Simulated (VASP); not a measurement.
Al2O3 (corundum): the LDA highest Γ mode (no LO-TO splitting) against the volume, with shape and ions relaxed at each volume; LDA's own equilibrium is at 8.352 Å³/atom. VASP (PAW), 520 eV cut-off, 7×7×7 Γ-centred mesh, Gaussian smearing of 0.010 eV, potentials Al O.  Fit ln ω as a straight line in ln V.

```tsv
V (Å³/atom)	ln(ω/cm⁻¹)
7.6	6.7789
7.851	6.7267
8.101	6.6754
8.352	6.6255
8.602	6.5806
8.853	6.5401
```

Task: Fit the rows as the text says and predict the value at 7.35.

Result: The slope is -1.58, a mode Grüneisen parameter of 1.58. The line misses the rows by up to 0.0034 and gives 6.8300 at 7.35. The run gave 6.8319, +0.0019 from the line.

Left out are failed runs and those whose mesh is unfit for this quantity.

The compound is Al2O3 in the corundum structure.
